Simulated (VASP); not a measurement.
**ZnS: relaxation of cell and atoms with PBE**

The system is ZnS.

```xyz
2
Lattice="0.0000 2.7020 2.7020 2.7020 0.0000 2.7020 2.7020 2.7020 0.0000" Properties=species:S:1:pos:R:3 pbc="T T T"
Zn    1.3510    1.3510    1.3510
S     0.0000    0.0000    0.0000
```

```yaml
Program: VASP 6.6.1
Task: relaxation of cell and atoms
Functional: PBE
Potentials_or_basis: VASP PAW PBE potentials, release 64 (Zn, S)
Cutoff: 700 eV
k_mesh: 10 × 10 × 10
Occupations: gaussian, width 0.02 eV
Spin: no spin polarisation
Further_INCAR_settings: ALGO = Normal; EDIFF = 1e-07; IBRION = 2; EDIFFG = -0.002; NSW = 80; ISIF = 3
```

```
Relaxed volume                         : 20.21 Å³/atom
Relaxed cell                           : a = 3.852 Å, b = 3.852 Å, c = 3.852 Å, α = 60.00°, β = 60.00°, γ = 60.00°
Space group after relaxing (to 0.05 Å) : F-43m (No. 216)
Energy gained by relaxing              : 2.6 meV/atom
Ionic steps                            : 3
Pressure after relaxing                : 0.0 GPa
Band gap on the k mesh                 : 2.01 eV, direct
```

Step by step:
| step | energy change (eV) | largest force (eV/Å) | pressure (GPa) | volume (Å³) |
| --- | --- | --- | --- | --- |
| 1 | 0.0000 | 0.0000 | 1.78 | 39.45 |
| 2 | -0.0047 | 0.0000 | -0.50 | 40.72 |
| 3 | -0.0052 | 0.0000 | 0.00 | 40.42 |

Final structure:
```
Zn S
1.0
     0.00000    2.72382    2.72382
     2.72382    0.00000    2.72382
     2.72382    2.72382    0.00000
Zn S
1 1
Direct
  0.25000 0.25000 0.25000
  0.00000 0.00000 0.00000
```

Levels at points of the mesh, in eV from the valence-band top:
| k point | band 7 | band 8 | band 9 | band 10 | band 11 | band 12 |
| --- | --- | --- | --- | --- | --- | --- |
| (0.00, 0.00, 0.00) | 0.00 | 0.00 | 0.00 | 2.01 | 6.41 | 6.41 |
| (0.50, 0.00, 0.00) | -5.13 | -0.83 | -0.83 | 3.26 | 6.94 | 6.94 |
| (0.50, 0.50, 0.00) | -4.46 | -2.13 | -2.13 | 3.46 | 4.07 | 10.81 |

Run time: 37 s on 1 thread of Intel(R) Xeon(R) 6975P-C (Granite Rapids), with other jobs on the host, peak memory 0.23 GiB.

A hybrid or GW would open this gap; PBE tends to underestimate it. PBE usually gives volumes a little too large and moduli too small.
